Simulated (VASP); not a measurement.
Input:

```
CELL_PARAMETERS angstrom
      0.00000     2.68088     2.68088
      2.68088     0.00000     2.68088
      2.68088     2.68088     0.00000
ATOMIC_POSITIONS crystal
  Li 0.00000 0.00000 0.00000
  Br 0.50000 0.50000 0.50000
```

Method: LDA (Ceperley-Alder, Perdew-Zunger), VASP's LDA PAW potentials (set 64) (plane waves; VASP). Run with 520 eV cut-off, 9×9×9 Γ-centred mesh, Gaussian smearing of 0.050 eV, potentials Li_sv Br.

The job: LiBr (rock salt), 2 atoms, LDA, static run, 520 eV, 9×9×9 Γ-centred mesh. Roughly how much core time does it take on a busy server core?

About 7 core-seconds (one run on a shared machine, a rough figure). It had 35 irreducible k-points, 9 bands, up to 1049 plane waves and 12 electronic steps.

The compound is LiBr in the rock salt structure. This cell is one point of a volume scan, at 1.03 of the reference volume.
